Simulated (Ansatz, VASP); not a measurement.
**One calculation of NaB4, two programs**

Contents of INCAR:

```
SYSTEM = NaB4
  PREC = Accurate
  ENCUT = 520
  EDIFF = 1E-6
  ISMEAR = 0
  SIGMA = 0.1
  LREAL = .False.
  LASPH = .True.
  NELM = 100
  ALGO = Normal
  ISIF = 2
  LWAVE = .False.
  LCHARG = .True.
  GGA = PE
  LELF = .True.
  LVHAR = .True.
  NBANDS = 30
```

File KPOINTS:

```
regular mesh
0
Gamma
  4 4 4
  0 0 0
```

File POSCAR:

```
NaB4
1.0
    2.3808453500     -4.2301335300      0.0000000000
    2.3808453500      4.2301335300      0.0000000000
    0.0000000000      0.0000000000      4.7224392000
Na B
2 8
Direct
    0.5000000000      0.5000000000      0.0000000000
    0.0000000000      0.0000000000      0.5000000000
    0.9579200100      0.7045400100      0.8301000000
    0.0420799900      0.2954599900      0.8301000000
    0.7045400100      0.9579200100      0.1699000000
    0.2954599900      0.0420799900      0.1699000000
    0.5420799900      0.7954599900      0.6699000000
    0.4579200100      0.2045400100      0.6699000000
    0.7954599900      0.5420799900      0.3301000000
    0.2045400100      0.4579200100      0.3301000000
```

Input for Ansatz:

```yaml
crystal:
  lattice:
    - [2.38084535, -4.23013353, 0.0]
    - [2.38084535, 4.23013353, 0.0]
    - [0.0, 0.0, 4.7224392]
  atoms:
    - { symbol: Na, position: [0.5, 0.5, 0.0] }
    - { symbol: Na, position: [0.0, 0.0, 0.5] }
    - { symbol: B, position: [0.95792001, 0.70454001, 0.8301] }
    - { symbol: B, position: [0.04207999, 0.29545999, 0.8301] }
    - { symbol: B, position: [0.70454001, 0.95792001, 0.1699] }
    - { symbol: B, position: [0.29545999, 0.04207999, 0.1699] }
    - { symbol: B, position: [0.54207999, 0.79545999, 0.6699] }
    - { symbol: B, position: [0.45792001, 0.20454001, 0.6699] }
    - { symbol: B, position: [0.79545999, 0.54207999, 0.3301] }
    - { symbol: B, position: [0.20454001, 0.45792001, 0.3301] }
basis:
  ecutwfc: 420
kpoints:
  mp_grid: { grid: [4, 4, 4] }
hamiltonian:
  xc: pbe
scf:
  occupations: { method: gaussian, width: 0.1 }
  lower_state_search: "off"
output:
  forces: true
  stress: true
  eigenvalues: true
```

Change from the starting cell: species swapped into the Sn4Pd type (Ccce, No. 68).

Alike in both runs: task single point; functional PBE; k mesh 4 × 4 × 4; occupations gaussian, width 0.1 eV; no spin polarisation.

|  | VASP | Ansatz |
| --- | --- | --- |
| version | VASP 6.6.1 | Ansatz 0.2.0 |
| potentials or method | VASP PAW PBE potentials, release 64 (Na_pv, B) | scalar-relativistic, plane waves, PAW |
| plane-wave cutoff (eV) | 520 | 420 |
| valence electrons in the cell | 38 | 42 |

```csv
,VASP,Ansatz,Ansatz less VASP
gap on the k mesh at the Fermi level (eV),none,none,-
pressure (GPa),19.6,19.0,-0.61
largest component of the traceless stress (GPa),12.07,11.91,-0.158
rms of the force components (eV/Å),1.971,1.949,-0.0216
```

Atom by atom the forces differ by 0.022 eV/Å (rms over components). A gap of «none» marks a metal or a gap that the smearing closes. With one functional, cell and mesh, what is left measures potentials, basis and numerics. The two sets of potentials don't hold the same shells in valence.

Caveats: the k mesh is coarse (spacing up to 0.38 Å⁻¹), so the values aren't converged; so large a pressure means that the cell lies far from this level's equilibrium, or that cutoff or potentials fall short (VASP); forces of over 1 eV/Å show positions far from the minimum, so gaps and moduli don't describe the material at rest.
